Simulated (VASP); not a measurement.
Given:

```
Mg3Sb2
1.0
    2.04675    -3.54507     0.00000
    2.04675     3.54507     0.00000
    0.00000     0.00000     6.38831
Mg Sb
3 2
Direct
  0.00000   0.00000   0.00000
  0.33333   0.66667   0.62785
  0.66667   0.33333   0.37215
  0.33333   0.66667   0.21021
  0.66667   0.33333   0.78979
```

Calculation: PBEsol GGA, VASP's PBE PAW potentials (set 64) (plane waves; VASP 6.6.1). Settings: 500 eV cut-off, 9×9×5 Γ-centred mesh, first-order Methfessel-Paxton smearing of 0.10 eV, potentials Mg Sb.

Energy and stress use the plane-wave basis of the starting cell.

The ions, cell shape and volume at an external pressure of 45.0 GPa are relaxed. What does this cell relax into?

```
Mg3Sb2
1.0
    1.98783    -3.44304     0.00000
    1.98783     3.44304     0.00000
    0.00000     0.00000     6.21827
Mg Sb
3 2
Direct
  0.00000   0.00000   0.00000
  0.33333   0.66667   0.62600
  0.66667   0.33333   0.37400
  0.33333   0.66667   0.20778
  0.66667   0.33333   0.79222
```
Space group P-3m1 (164), at a tolerance of 0.03 Å.

How do energy and volume change from the first to the last step?

The energy (σ→0) changes by +351.0 meV/atom and the volume by -8.2 %, in 12 ionic steps.

The compound is Mg3Sb2 in the a-la2o3 structure. This run relaxes it under an external pressure of 45 GPa. Symmetry was kept, so distortions that lower it aren't found.
